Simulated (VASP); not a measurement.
All values below come from optB88-vdW, VASP's PBE PAW potentials (set 64) (plane waves; VASP).

VASP ran on this input.

### POSCAR
```
C
1
    2.4653306075     0.0000000000     0.0000000000
   -1.2326653038     2.1350384383     0.0000000000
    0.0000000000     0.0000000000     6.6561019435
C
4
Direct
  0.0000000000   0.0000000000   0.7500000000
  0.0000000000   0.0000000000   0.2500000000
  0.6666670000   0.3333330000   0.7500000000
  0.3333330000   0.6666670000   0.2500000000
```

INCAR:
```
LUSE_VDW=.TRUE.
EDIFF=1E-5
SYSTEM=C
NELM=100
AGGAC=0.0
IBRION=2
SIGMA=0.1   # width (eV)
PARAM1=0.1833333333
LREAL=.FALSE.
ISIF=2   # forces and stress, cell fixed
ALGO=Fast   # Davidson, then RMM-DIIS
PARAM2=0.22
LASPH=.TRUE.
PREC=Normal
LWAVE=.FALSE.
GGA=BO
NELMIN=4
EDIFFG=-0.03
NSW=20
ISMEAR=1   # Methfessel-Paxton
LCHARG=.FALSE.
ENCUT=500   # plane-wave cut-off (eV)
```

### KPOINTS
```
Automatic mesh
0
G
  19 19 6
```

POTCAR, in this order: C (PBE.64 set). Program: vasp_std.

What VASP printed:

OSZICAR:
```
       N       E                     dE             d eps       ncg     rms          rms(c)
DAV:   1     0.499422571536E+02    0.49942E+02   -0.81291E+03  3872   0.119E+03
DAV:   2    -0.310431309532E+02   -0.80985E+02   -0.74322E+02  5364   0.227E+02
DAV:   3    -0.345324888923E+02   -0.34894E+01   -0.34649E+01  4916   0.480E+01
DAV:   4    -0.345745897772E+02   -0.42101E-01   -0.42057E-01  4756   0.606E+00
DAV:   5    -0.345754949839E+02   -0.90521E-03   -0.90481E-03  4800   0.872E-01    0.894E+00
RMM:   6    -0.326782910215E+02    0.18972E+01   -0.18568E+00  3840   0.951E+00    0.514E+00
RMM:   7    -0.321055105837E+02    0.57278E+00   -0.32861E+00  3857   0.131E+01    0.133E+00
RMM:   8    -0.321473352914E+02   -0.41825E-01   -0.35160E-01  3840   0.437E+00    0.908E-01
RMM:   9    -0.321135949910E+02    0.33740E-01   -0.85933E-02  3840   0.232E+00    0.103E-01
RMM:  10    -0.321150614803E+02   -0.14665E-02   -0.15467E-02  3849   0.113E+00    0.720E-02
RMM:  11    -0.321152878241E+02   -0.22634E-03   -0.20342E-03  3932   0.425E-01    0.718E-02
RMM:  12    -0.321155390463E+02   -0.25122E-03   -0.54294E-04  3842   0.203E-01    0.790E-02
RMM:  13    -0.321184412978E+02   -0.29023E-02   -0.52556E-03  3885   0.511E-01    0.313E-01
RMM:  14    -0.321157171601E+02    0.27241E-02   -0.33371E-03  3840   0.384E-01    0.126E-01
RMM:  15    -0.321154818399E+02    0.23532E-03   -0.88433E-04  3840   0.223E-01    0.610E-02
RMM:  16    -0.321154605976E+02    0.21242E-04   -0.80392E-05  3615   0.872E-02    0.462E-02
RMM:  17    -0.321154137225E+02    0.46875E-04   -0.97406E-05  3803   0.706E-02    0.194E-02
RMM:  18    -0.321154044948E+02    0.92277E-05   -0.48817E-05  3416   0.550E-02
   1 F= -.32115404E+02 E0= -.32115425E+02  d E =-.321154E+02
```

**OUTCAR**
```
------------------------ aborting loop because EDIFF is reached ----------------------------------------
  FORCE on cell =-STRESS in cart. coord.  units (eV):
  Direction    XX          YY          ZZ          XY          YZ          ZX
  --------------------------------------------------------------------------------------
  Total        0.1017295      0.1017295      0.0466701     -0.0000000     -0.0000000      0.0000000
  in kB        4.6521830      4.6521808      2.1342669     -0.0000000     -0.0000000      0.0000000
  external PRESSURE =       3.8128769 kB  Pullay stress =       0.0000000 kB
  volume of cell :       35.03
      direct lattice vectors                 reciprocal lattice vectors
     2.465330607  0.000000000  0.000000000     0.405625110  0.234187821  0.000000000
    -1.232665304  2.135038438  0.000000000     0.000000000  0.468375642  0.000000000
     0.000000000  0.000000000  6.656101944     0.000000000  0.000000000  0.150238084
 POSITION                                       TOTAL-FORCE (eV/Angst)
 -----------------------------------------------------------------------------------
      0.00000      0.00000      4.99208        -0.000000     -0.000000      0.000000
      0.00000      0.00000      1.66403         0.000000      0.000000     -0.000000
      1.23267      0.71168      4.99208        -0.000000      0.000000     -0.000000
     -0.00000      1.42336      1.66403         0.000000     -0.000000     -0.000000
 -----------------------------------------------------------------------------------
    total drift:                                0.000000     -0.000000      0.000000
  FREE ENERGIE OF THE ION-ELECTRON SYSTEM (eV)
  ---------------------------------------------------
  free  energy   TOTEN  =       -32.1154044948 eV

  energy  without entropy=      -32.1154649941  energy(sigma->0) =      -32.11542466

 reached required accuracy - stopping structural energy minimisation
```
(Selected blocks of OUTCAR.)

The compound is C in the graphite structure. It was relaxed first.
